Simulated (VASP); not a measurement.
Method: PBE GGA, VASP's PBE PAW potentials (set 64) (plane waves; VASP).

VASP input:

POSCAR:
```
HfB2
1
    1.5379050000    -2.7108710000     0.0000000000
    1.5379050000     2.7108710000     0.0000000000
    0.0000000000     0.0000000000     3.4287890000
Hf B
1 2
Direct
  0.0000000000   0.0000000000   0.0000000000
  0.3333330000   0.6666670000   0.5000000000
  0.6979980000   0.3646640000   0.5000000000
```

### KPOINTS
```
Automatic mesh
0
Gamma
10 10 8
0 0 0
```

INCAR:
```
SYSTEM = HfB2
PREC = Accurate; ENCUT = 520; LREAL = .FALSE.
LASPH = .TRUE.; ADDGRID = .TRUE.
EDIFF = 1E-6; NELM = 100; ALGO = Normal
LMAXMIX = 6
ISMEAR = 1; SIGMA = 0.1
GGA = PE
ISIF = 2
LWAVE = .FALSE.; LCHARG = .FALSE.
```

POTCAR, in this order: Hf_pv B (PBE.64 set). Program: vasp_std.

The run wrote:

**OSZICAR**
```
       N       E                     dE             d eps       ncg     rms          rms(c)
DAV:   1     0.294040733183E+02    0.29404E+02   -0.84441E+03  6240   0.127E+03
DAV:   2    -0.270016950252E+02   -0.56406E+02   -0.52761E+02  7652   0.244E+02
DAV:   3    -0.287024381142E+02   -0.17007E+01   -0.16778E+01  8228   0.326E+01
DAV:   4    -0.287149332907E+02   -0.12495E-01   -0.12483E-01  7512   0.307E+00
DAV:   5    -0.287150617996E+02   -0.12851E-03   -0.12846E-03  8136   0.244E-01    0.563E+01
DAV:   6    -0.263780827228E+02    0.23370E+01   -0.52881E+00  7628   0.155E+01    0.409E+01
DAV:   7    -0.263407401066E+02    0.37343E-01   -0.18443E+00  7944   0.947E+00    0.118E+01
DAV:   8    -0.262636460943E+02    0.77094E-01   -0.54304E-01  7452   0.527E+00    0.199E+00
DAV:   9    -0.262580553918E+02    0.55907E-02   -0.37863E-02  7316   0.155E+00    0.262E-01
DAV:  10    -0.262580016528E+02    0.53739E-04   -0.98026E-04  7644   0.279E-01    0.393E-01
DAV:  11    -0.262580010572E+02    0.59555E-06   -0.10165E-04  7660   0.822E-02    0.181E-01
DAV:  12    -0.262579973176E+02    0.37396E-05   -0.68605E-06  7676   0.246E-02    0.192E-02
DAV:  13    -0.262579975062E+02   -0.18854E-06   -0.32816E-07  4460   0.573E-03
   1 F= -.26257998E+02 E0= -.26258073E+02  d E =0.225339E-03
```

File OUTCAR:
```
------------------------ aborting loop because EDIFF is reached ----------------------------------------
  FORCE on cell =-STRESS in cart. coord.  units (eV):
  Direction    XX          YY          ZZ          XY          YZ          ZX
  --------------------------------------------------------------------------------------
  Total        3.3117651      1.2934345      2.2308752     -0.0079076      0.0000000      0.0000000
  in kB      185.5927420     72.4846263    125.0192057     -0.4431449      0.0000000      0.0000000
  external PRESSURE =     127.6988580 kB  Pullay stress =       0.0000000 kB
  volume of cell :       28.59
      direct lattice vectors                 reciprocal lattice vectors
     1.537905000 -2.710871000  0.000000000     0.325117611 -0.184442565  0.000000000
     1.537905000  2.710871000  0.000000000     0.325117611  0.184442565  0.000000000
     0.000000000  0.000000000  3.428789000     0.000000000  0.000000000  0.291648159
 POSITION                                       TOTAL-FORCE (eV/Angst)
 -----------------------------------------------------------------------------------
      0.00000      0.00000      0.00000         0.761509      0.046805      0.000000
      1.53790      0.90363      1.71439         1.083068     -0.177038      0.000000
      1.63427     -0.90363      1.71439        -1.844577      0.130233      0.000000
 -----------------------------------------------------------------------------------
    total drift:                               -0.000007      0.000000      0.000000
  FREE ENERGIE OF THE ION-ELECTRON SYSTEM (eV)
  ---------------------------------------------------
  free  energy   TOTEN  =       -26.2579975062 eV

  energy  without entropy=      -26.2582228448  energy(sigma->0) =      -26.25807262
```
(Selected blocks of OUTCAR.)

The compound is HfB2 in the AlB2 type structure. The cell was not relaxed at this level, atoms are displaced from their ideal sites. The run is one of a series of settings (ADDGRID = .TRUE. against the base run), some of them coarse on purpose.
